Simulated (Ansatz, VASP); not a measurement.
This is a calculation of GaGe for VASP 6.6.1. The cell comes from a database or a generator and needn't be the stable form of this composition.

Contents of INCAR:

```
SYSTEM = GaGe
PREC = Accurate
ENCUT = 600
EDIFF = 1E-6
ISMEAR = -1
SIGMA = 0.05
LREAL = .FALSE.
LASPH = .TRUE.
NELM = 80
ALGO = Normal
ISIF = 3
LWAVE = .FALSE.
LCHARG = .FALSE.
IBRION = 2
NSW = 40
EDIFFG = -0.005
```

Contents of KPOINTS:

```
regular mesh
0
G
  8 8 8
  0 0 0
```

Contents of POSCAR:

```
GaGe
1.0
    0.0000000000      2.8978440000      2.8978440000
    2.8978440000      0.0000000000      2.8978440000
    2.8978440000      2.8978440000      0.0000000000
Ge Ga
1 1
Direct
    0.0000000000      0.0000000000      0.0000000000
    0.2500000000      0.2500000000      0.2500000000
```

Potentials or basis: VASP PAW LDA potentials, release 64 (Ge_d, Ga_d).

Command:

```console
$ cat potpaw_LDA.64/Ge_d/POTCAR potpaw_LDA.64/Ga_d/POTCAR > POTCAR
$ mpirun -np 1 vasp_std > vasp.out
```

**Question.** Translate it to Ansatz 0.2.0. Potentials or basis there: Ansatz PAW, cutoff 420 eV.

**Answer.** As run (cutoffs and basis follow the program's own potentials, and thresholds, step limits or extra output files can differ):

Contents of input.yaml:

```yaml
crystal:
  lattice:
    - [0.0, 2.897844, 2.897844]
    - [2.897844, 0.0, 2.897844]
    - [2.897844, 2.897844, 0.0]
  atoms:
    - { symbol: Ge, position: [0.0, 0.0, 0.0] }
    - { symbol: Ga, position: [0.25, 0.25, 0.25] }
hamiltonian:
  xc: lda
  pseudopotentials: { kind: paw }
kpoints:
  mp_grid: { grid: [8, 8, 8] }
scf:
  occupations: { method: fermi_dirac, width: 0.05 }
output:
  forces: true
  stress: true
  eigenvalues: true
relax:
  f_tol: 0.01
  max_steps: 40
  cell: { stress_tol: 0.05 }
```

Potentials or basis: Ansatz PAW.

The run is started by

```bash
$ ansatz run input.yaml --threads 2 --pin off --max-ram 5632MiB --backend cpu --events-out ev --progress --plain --runs-dir out
```

Both were run:

|  | VASP | Ansatz |
| --- | --- | --- |
| Relaxed volume | 22.53 Å³/atom | 22.43 Å³/atom |
| Relaxed cell | a = 3.994 Å, b = 3.994 Å, c = 3.994 Å, α = 60.00°, β = 60.00°, γ = 60.00° | a = 3.988 Å, b = 3.988 Å, c = 3.988 Å, α = 60.00°, β = 60.00°, γ = 60.00° |
| Space group after relaxing | F-43m (No. 216) | F-43m (No. 216) |
| Pressure after relaxing | 0.0 GPa | 0.0 GPa |

Ansatz's pressure holds a Pulay term of +0.02 GPa for its cutoff of 420 eV, which the other run lacks.

Ansatz's potentials were made for PBE.

Where Ansatz's input types no cutoff or centring, it takes its own default and a Γ-centred mesh.

The two programs' LDA may be different fits to the electron gas.

Pressure is positive in compression.
